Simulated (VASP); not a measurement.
# Ga3BiO4 (I-42m) in VASP: band structure with PBE

Aim: the band structure of Ga3BiO4 with PBE.

Program: VASP 6.6.1. These are calculated values, not measurements. Logs are shortened: lines on timing, memory, paths and dates and some standing lists are left out, and cuts for length are marked.

**1. Starting point**

Symmetry: I-42m, No. 121, tetragonal system. The conventional cell has a = 4.344 Å, b = 4.344 Å, c = 12.787 Å, α = 90.00°, β = 90.00°, γ = 90.00°. Ga (site symmetry -4) has 4 O at 1.88 Å as nearest neighbours. Around Ga (site symmetry -42m) lie 4 O at 2.64 Å. Bi (site symmetry -42m) is surrounded by 4 O at 2.59 Å. Around O (site symmetry m) lie 2 Ga at 1.88 Å.

The cell was built by a generator and needn't be a form met in nature.

**2. Band structure, PBE**

INCAR

```
ALGO     = Normal         # electronic algorithm
EDIFF    = 1E-7           # SCF threshold, eV
ENCUT    = 520            # plane-wave cutoff, eV
GGA      = PE             # functional
ISIF     = 2              # what is computed and relaxed
ISMEAR   = 0              # smearing method
KPAR     = 4            
LASPH    = T              # aspherical terms in the spheres
LCHARG   = F              # write CHGCAR
LREAL    = F              # projectors in reciprocal space
LWAVE    = F              # write WAVECAR
NBANDS   = 49             # bands
NELM     = 60             # most SCF steps
PREC     = Accurate       # precision mode
SIGMA    = 0.1            # smearing width, eV
```

KPOINTS

```
k-points
0
Gamma
  10 10 10
```

POSCAR

```
Ga3BiO4
1.0
   -2.1721300000      2.1721300000      6.3933100000
    2.1721300000     -2.1721300000      6.3933100000
    2.1721300000      2.1721300000     -6.3933100000
Ga Bi O
3 1 4
Direct
    0.2500000000      0.7500000000      0.5000000000
    0.7500000000      0.2500000000      0.5000000000
    0.0000000000      0.0000000000      0.0000000000
    0.5000000000      0.5000000000      0.0000000000
    0.0906710000      0.0906710000      0.5125020000
    0.4218310000      0.9093290000      0.0000000000
    0.5781690000      0.5781690000      0.4874980000
    0.9093290000      0.4218310000      0.0000000000
```

KPOINTS_OPT

```
path GXYSGZS1NPY1Z,XP
20
line-mode
reciprocal
 0.0000000000  0.0000000000  0.0000000000  G
-0.5000000000  0.5000000000  0.0000000000  X

-0.5000000000  0.5000000000  0.0000000000  X
-0.5000000000  0.5000000000 -0.0577151868  Y

-0.5000000000  0.5000000000 -0.0577151868  Y
-0.2788575934  0.2788575934 -0.2788575934  S

-0.2788575934  0.2788575934 -0.2788575934  S
 0.0000000000  0.0000000000  0.0000000000  G

 0.0000000000  0.0000000000  0.0000000000  G
 0.5000000000  0.5000000000 -0.5000000000  Z

 0.5000000000  0.5000000000 -0.5000000000  Z
 0.2788575934  0.7211424066 -0.7211424066  S1

 0.2788575934  0.7211424066 -0.7211424066  S1
 0.0000000000  0.5000000000 -0.5000000000  N

 0.0000000000  0.5000000000 -0.5000000000  N
-0.2500000000  0.7500000000 -0.2500000000  P

-0.2500000000  0.7500000000 -0.2500000000  P
 0.0577151868  0.9422848132 -0.5000000000  Y1

 0.0577151868  0.9422848132 -0.5000000000  Y1
 0.5000000000  0.5000000000 -0.5000000000  Z

-0.5000000000  0.5000000000  0.0000000000  X
-0.2500000000  0.7500000000 -0.2500000000  P
```

Potentials or basis: VASP PAW PBE potentials, release 64 (Ga_d, Bi_d, O).

Launch:

```
$ cat potpaw_PBE.64/Ga_d/POTCAR potpaw_PBE.64/Bi_d/POTCAR potpaw_PBE.64/O/POTCAR > POTCAR
$ mpirun -np 4 vasp_std > vasp.out
```

OUTCAR:

```text
EDIFF = 1E-7
   ENCUT = 520
   GGA = PE
   ISIF = 2
   ISMEAR = 0
   LASPH = T
   LREAL = F
   NELM = 60
   PREC = Accurate

 ion  position               nearest neighbor table
   1  0.250  0.750  0.500-   5 1.88   6 1.88   7 1.88   8 1.88
   2  0.750  0.250  0.500-   5 1.88   7 1.88   8 1.88   6 1.88
   3  0.000  0.000  0.000-   4 3.07   4 3.07   4 3.07   4 3.07
   4  0.500  0.500  0.000-   5 2.59   6 2.59   8 2.59   7 2.59   3 3.07   3 3.07   3 3.07   3 3.07

   5  0.091  0.091  0.513-   1 1.88   2 1.88   4 2.59
   6  0.422  0.909  0.000-   2 1.88   1 1.88   4 2.59
   7  0.578  0.578  0.487-   1 1.88   2 1.88   4 2.59
   8  0.909  0.422  0.000-   1 1.88   2 1.88   4 2.59

  LATTYP: Found a body centered tetragonal cell.
 ALAT       =     4.3442600000
 C/A-ratio  =     2.9433367248

  Lattice vectors:

 A1 = (  -2.1721300000,   2.1721300000,   6.3933100000)
 A2 = (   2.1721300000,  -2.1721300000,   6.3933100000)
 A3 = (   2.1721300000,   2.1721300000,  -6.3933100000)

Analysis of symmetry for initial positions (statically):
=====================================================================
 Subroutine PRICEL returns:
 Original cell was already a primitive cell.

 Routine SETGRP: Setting up the symmetry group for a
 body centered tetragonal supercell.

 Subroutine GETGRP returns: Found  8 space group operations
 (whereof  8 operations were pure point group operations)
 out of a pool of 16 trial point group operations.

The static configuration has the point symmetry D_2d.

Analysis of symmetry for dynamics (positions and initial velocities):
=====================================================================
 Subroutine PRICEL returns:
 Original cell was already a primitive cell.

 Routine SETGRP: Setting up the symmetry group for a
 body centered tetragonal supercell.

 Subroutine GETGRP returns: Found  8 space group operations
 (whereof  8 operations were pure point group operations)
 out of a pool of 16 trial point group operations.

The dynamic configuration has the point symmetry D_2d.

 Subroutine INISYM returns: Found  8 space group operations
 (whereof  8 operations are pure point group operations),
 and found     1 'primitive' translations

----------------------------------------------------------------------------------------

                                     Primitive cell

  volume of cell :     120.6584

  direct lattice vectors                    reciprocal lattice vectors
    -2.172130000  2.172130000  6.393310000     0.000000000  0.230188801  0.078206750
     2.172130000 -2.172130000  6.393310000     0.230188801  0.000000000  0.078206750
     2.172130000  2.172130000 -6.393310000     0.230188801  0.230188801  0.000000000

  length of vectors
     7.093004316  7.093004316  7.093004316     0.243111456  0.243111456  0.325536124

  position of ions in fractional coordinates (direct lattice)
     0.250000000  0.750000000  0.500000000
     0.750000000  0.250000000  0.500000000
     0.000000000  0.000000000  0.000000000
     0.500000000  0.500000000  0.000000000
     0.090671000  0.090671000  0.512502000
     0.421831000  0.909329000  0.000000000
     0.578169000  0.578169000  0.487498000
     0.909329000  0.421831000  0.000000000

  ion indices of the primitive-cell ions
   primitive index   ion index
                 1           1
                 2           2
                 3           3
                 4           4
                 5           5
                 6           6
                 7           7
                 8           8

----------------------------------------------------------------------------------------

 KPOINTS: k-points

Automatic generation of k-mesh.
 Grid dimensions read from file:
 generate k-points for:   10   10   10

 Generating k-lattice:

  Cartesian coordinates                     Fractional coordinates (reciprocal lattice)
     0.000000000  0.023018880  0.007820675     0.100000000 -0.000000000  0.000000000
     0.023018880  0.000000000  0.007820675    -0.000000000  0.100000000  0.000000000
     0.023018880  0.023018880  0.000000000     0.000000000  0.000000000  0.100000000

  Length of vectors
     0.024311146  0.024311146  0.032553612

  Shift w.r.t. Gamma in fractional coordinates (k-lattice)
     0.000000000  0.000000000  0.000000000

 Subroutine IBZKPT returns following result:
 ===========================================

 Found    102 irreducible k-points:

 Following reciprocal coordinates:
            Coordinates               Weight
  0.000000  0.000000  0.000000      1.000000
  0.100000 -0.000000  0.000000      8.000000
  0.200000 -0.000000  0.000000      8.000000
  0.300000 -0.000000  0.000000      8.000000
  0.400000 -0.000000  0.000000      8.000000
  0.500000  0.000000  0.000000      4.000000
[... 16 lines left out ...]
  0.300000  0.300000  0.000000      8.000000
  0.400000  0.300000  0.000000     16.000000
 [... further k-points ...]
   k-points           NKPTS =    102   k-points in BZ     NKDIM =    102   number of bands    NBANDS=     49
   number of dos      NEDOS =    301   number of ions     NIONS =      8
   total plane-waves  NPLWV = 157464
   dimension x,y,z NGX =    54 NGY =   54 NGZ =   54
   dimension x,y,z NGXF=   108 NGYF=  108 NGZF=  108
   ions per type =               3   1   4
   NGX,Y,Z   is equivalent  to a cutoff of  12.66, 12.66, 12.66 a.u.
   NGXF,Y,Z  is equivalent  to a cutoff of  25.31, 25.31, 25.31 a.u.
 SYSTEM =  unknown system
   PREC   = accura    normal or accurate (medium, high low for compatibility)
   ISTART =      0    job   : 0-new  1-cont  2-samecut
   ICHARG =      2    charge: 1-file 2-atom 10-const
   ISPIN  =      1    spin polarized calculation?
   LNONCOLLINEAR =      F non collinear calculations
   LSORBIT =      F    spin-orbit coupling
   LASPH  =      T    aspherical Exc in radial PAW
   ENCUT  =  520.0 eV  38.22 Ry    6.18 a.u.  13.19 13.19 13.19*2*pi/ulx,y,z
   NELM   =     60;   NELMIN=  2; NELMDL= -5     # of ELM steps
   EDIFF  = 0.1E-06   stopping-criterion for ELM
   LREAL  =      F    real-space projection
   EDIFFG = 0.1E-05   stopping-criterion for IOM
   NSW    =      0    number of steps for IOM
   IBRION =     -1    ionic relax: 0-MD 1-quasi-New 2-CG
   NFREE  =      0    steps in history (QN), initial steepest desc. (CG)
   ISIF   =      2    stress and relaxation
   ISYM   =      2    0-nonsym 1-usesym 2-fastsym
   POTIM  = 0.5000    time-step for ionic-motion
   TEBEG  =    0.0;   TEEND  =   0.0 temperature during run
   PSTRESS=    0.0 pullay stress
   NELECT =      78.0000    total number of electrons
   NUPDOWN=      -1.0000    fix difference up-down
   EMIN   =  10.00;   EMAX   =-10.00  energy-range for DOS
   EFERMI =   0.00;   METHOD = LEGACY
   ISMEAR =     0;   SIGMA  =   0.10  broadening in eV -4-tet -1-fermi 0-gaus
   EFERMI_NEDOS =   21; number of points for ismear=-14 and -15
   IALGO  =     38    algorithm
   IMIX   =      4    mixing-type and parameters
     AMIX     =   0.40;   BMIX     =  1.00
     AMIX_MAG =   1.60;   BMIX_MAG =  1.00
  volume/ion in A,a.u.               =      15.08       101.78
  Fermi-wavevector in a.u.,A,eV,Ry     =   1.415535  2.674973 27.262524  2.003739
  Thomas-Fermi vector in A             =   2.536963
   LORBIT       =      0    0 simple, 1 ext, 2 COOP (PROOUT), +10 PAW based schemes
   GGA     = PE    functional components
   LHFCALC =     F    Hartree Fock is set to
   AEXX    =    0.0000 exact exchange contribution
   IVDW    =     0    specifies the selected vdW correction
   LEPSILON=     F    determine dielectric tensor
   LRPA    =     F    only Hartree local field effects (RPA)
 non-spin polarized calculation
 Gauss-broadening in eV      SIGMA  =   0.10
  energy-cutoff  :      520.00
  volume of cell :      120.66
 maximum number of plane-waves:      3286
 NGX is ok and might be reduce to    54
   NGX = 27   NGY = 27   NGZ = 27

 number of electron      78.0000014 magnetization

 Free energy of the ion-electron system (eV)
  ---------------------------------------------------
  ext. energy  EPLUGINS =         0.00000000
  ---------------------------------------------------
  free energy    TOTEN  =       -42.38937905 eV

  energy without entropy =      -42.38425836  energy(sigma->0) =      -42.38681870

 E-fermi :   5.1988     XC(G=0): -10.5582

 val. band max:        5.1960338903   @ k =  -0.3000   0.5000   0.3000
 cond. band min:       5.2012270552   @ k =  -0.2000  -0.3000   0.2000
 fundamental gap:      0.0051931649
 Fermi energy:         5.1987589155

 k-point     1 :       0.0000    0.0000    0.0000
  band No.  band energies     occupation
      1     -18.0204      2.00000
      2     -17.9876      2.00000
      3     -17.9876      2.00000
      4     -17.9033      2.00000
      5     -17.8988      2.00000
      6     -14.3920      2.00000
[... 41 lines left out ...]
     48      11.8033      0.00000
     49      12.0301      0.00000

 k-point     2 :       0.1000   -0.0000    0.0000
  band No.  band energies     occupation
      1     -18.0198      2.00000
      2     -17.9882      2.00000
      3     -17.9876      2.00000
      4     -17.9036      2.00000
      5     -17.8977      2.00000
      6     -14.3668      2.00000
[... 41 lines left out ...]
     48      11.4300      0.00000
     49      11.5387      0.00000

 k-point     3 :       0.2000   -0.0000    0.0000
  band No.  band energies     occupation
      1     -18.0183      2.00000
      2     -17.9895      2.00000
      3     -17.9874      2.00000
      4     -17.9044      2.00000
      5     -17.8948      2.00000
      6     -14.2937      2.00000
[... 1081 lines left out ...]
     48      12.4165      0.00000
     49      13.0575      0.00000

 k-point    24 :       0.4000    0.3000    0.0000
  band No.  band energies     occupation
      1     -18.0124      2.00000
      2     -17.9923      2.00000
      3     -17.9907      2.00000
      4     -17.9113      2.00000
      5     -17.8810      2.00000
      6     -13.9138      2.00000
[... 41 lines left out ...]
     48      12.6929      0.00000
     49      13.1183      0.00000

 [... further k-points ...]

------------------------ aborting loop because EDIFF is reached ----------------------------------------

  FORCE on cell =-STRESS in cart. coord.  units (eV):
  Direction    XX          YY          ZZ          XY          YZ          ZX
  --------------------------------------------------------------------------------------
  -------------------------------------------------------------------------------------
  Total        0.0457594      0.0457594      0.0551080      0.0000000      0.0000000      0.0000000
  in kB        0.6076219      0.6076219      0.7317589      0.0000000      0.0000000      0.0000000
  external PRESSURE =       0.6490009 kB  Pullay stress =       0.0000000 kB

 VOLUME and BASIS-vectors are now :
 -----------------------------------------------------------------------------
  energy-cutoff  :      520.00
  volume of cell :      120.66
      direct lattice vectors                 reciprocal lattice vectors
    -2.172130000  2.172130000  6.393310000     0.000000000  0.230188801  0.078206750
     2.172130000 -2.172130000  6.393310000     0.230188801  0.000000000  0.078206750
     2.172130000  2.172130000 -6.393310000     0.230188801  0.230188801  0.000000000

 POSITION                                       TOTAL-FORCE (eV/Angst)
 -----------------------------------------------------------------------------------
      2.17213      0.00000      3.19665         0.000000     -0.000000      0.000000
      0.00000      2.17213      3.19665         0.000000      0.000000      0.000000
      0.00000      0.00000      0.00000         0.000000      0.000000      0.000000
      0.00000      0.00000      6.39331        -0.000000     -0.000000     -0.000000
      1.11322      1.11322     -2.11721         0.004426      0.004426      0.005469
      1.05891     -1.05891      8.51052        -0.004426      0.004426     -0.005469
      1.05891      1.05891      4.27610        -0.004426     -0.004426      0.005469
     -1.05891      1.05891      8.51052         0.004426     -0.004426     -0.005469
 -----------------------------------------------------------------------------------
    total drift:                                0.000005      0.000005     -0.000000

  FREE ENERGIE OF THE ION-ELECTRON SYSTEM (eV)
  ---------------------------------------------------
  free  energy   TOTEN  =       -42.3893790454 eV

  energy  without entropy=      -42.3842583645  energy(sigma->0) =      -42.38681870
```

It took 15 min on 4 MPI ranks of Intel Xeon Platinum 8259CL at 2.50GHz (Skylake/Cascade Lake), shared host; peak memory 0.89 GiB.

What came out:

| Property | Result |
| --- | --- |
| Free energy | -42.3894 eV |
| Pressure | 0.1 GPa |
| Largest force | 0.008 eV/Å |
| Band gap along the path | none (metal or under the smearing width) |

Forces in eV/Å, atoms in the order of the input:
```
Ga   0.000  0.000  0.000
Ga   0.000  0.000  0.000
Ga   0.000  0.000  0.000
Bi   0.000  0.000  0.000
O    0.004  0.004  0.005
O   -0.004  0.004 -0.005
O   -0.004 -0.004  0.005
O    0.004 -0.004 -0.005
```

Levels at the corners of the path, in eV from the Fermi level:
| point | band 38 | band 39 | band 40 | band 41 | band 42 | band 43 |
| --- | --- | --- | --- | --- | --- | --- |
| Γ | -1.48 | -0.02 | -0.02 | 1.99 | 2.44 | 5.04 |
| X | -1.99 | -1.76 | -1.18 | 2.90 | 4.19 | 4.46 |
| X | -1.99 | -1.76 | -1.18 | 2.90 | 4.19 | 4.46 |
| Y | -1.94 | -1.62 | -1.17 | 2.87 | 4.09 | 4.31 |
| Y | -1.94 | -1.62 | -1.17 | 2.87 | 4.09 | 4.31 |
| S | -2.03 | 1.00 | 1.91 | 2.02 | 3.02 | 3.04 |
| S | -2.03 | 1.00 | 1.91 | 2.02 | 3.02 | 3.04 |
| Γ | -1.48 | -0.02 | -0.02 | 1.99 | 2.44 | 5.04 |
| Γ | -1.48 | -0.02 | -0.02 | 1.99 | 2.44 | 5.04 |
| Z | -1.54 | -0.46 | -0.46 | -0.44 | 4.22 | 4.66 |
| Z | -1.54 | -0.46 | -0.46 | -0.44 | 4.22 | 4.66 |
| S1 | -2.03 | 1.00 | 1.91 | 2.02 | 3.02 | 3.04 |
| S1 | -2.03 | 1.00 | 1.91 | 2.02 | 3.02 | 3.04 |
| N | -2.10 | 1.04 | 2.09 | 2.38 | 2.55 | 3.34 |
| N | -2.10 | 1.04 | 2.09 | 2.38 | 2.55 | 3.34 |
| P | -2.08 | -1.55 | -1.55 | 2.97 | 4.38 | 4.38 |
| P | -2.08 | -1.55 | -1.55 | 2.97 | 4.38 | 4.38 |
| Y1 | -1.94 | -1.62 | -1.17 | 2.87 | 4.09 | 4.31 |
| Y1 | -1.94 | -1.62 | -1.17 | 2.87 | 4.09 | 4.31 |
| Z | -1.54 | -0.46 | -0.46 | -0.44 | 4.22 | 4.66 |
| X | -1.99 | -1.76 | -1.18 | 2.90 | 4.19 | 4.46 |
| P | -2.08 | -1.55 | -1.55 | 2.97 | 4.38 | 4.38 |

Caveat: spin-orbit coupling is left out, which moves the levels of the heavy elements.
